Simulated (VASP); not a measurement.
```
BeZnSe2
1.0
    0.00000     2.69458     2.69458
    2.69458     0.00000     2.69458
   10.80531    10.80531    -0.02701
Zn Se Be
2 4 2
Direct
  0.01442   0.01442   0.98918
  0.98999   0.98999   0.25750
  0.24779   0.24779   0.06416
  0.22424   0.22424   0.33182
  0.24948   0.24948   0.56289
  0.27362   0.27362   0.79478
  0.98841   0.98841   0.50869
  0.01204   0.01204   0.74097
```

The numbers are results of PBEsol GGA, VASP's PBE PAW potentials (set 64) (plane waves; VASP), not measurements. Numerical set-up: 400 eV cut-off, 8×8×2 Γ-centred mesh, tetrahedra with Blöchl corrections, potentials Zn Se Be.

The cores are frozen, which limits the accuracy of field gradients.

### Question
Give the principal components of the electric field gradient (V/Å²) and the asymmetry η at each nucleus.

### Answer

```json
[
 {"atom": "Zn1", "Vxx": "0.4", "Vyy": "0.4", "Vzz": "-0.8", "η": "0.00"},
 {"atom": "Zn2", "Vxx": "-1.7", "Vyy": "-1.7", "Vzz": "3.4", "η": "0.00"},
 {"atom": "Se3", "Vxx": "-30.4", "Vyy": "-30.4", "Vzz": "60.8", "η": "0.00"},
 {"atom": "Se4", "Vxx": "-9.9", "Vyy": "-9.9", "Vzz": "19.8", "η": "0.00"},
 {"atom": "Se5", "Vxx": "20.1", "Vyy": "20.1", "Vzz": "-40.3", "η": "0.00"},
 {"atom": "Se6", "Vxx": "1.5", "Vyy": "1.5", "Vzz": "-3.0", "η": "0.00"},
 {"atom": "Be7", "Vxx": "0.3", "Vyy": "0.3", "Vzz": "-0.6", "η": "0.00"},
 {"atom": "Be8", "Vxx": "0.5", "Vyy": "0.5", "Vzz": "-1.0", "η": "0.00"}
]
```

The structure was generated: Be2Zn2Se4 was put into an ordered model structure (R3m), which need not be its known phase. It was relaxed first.
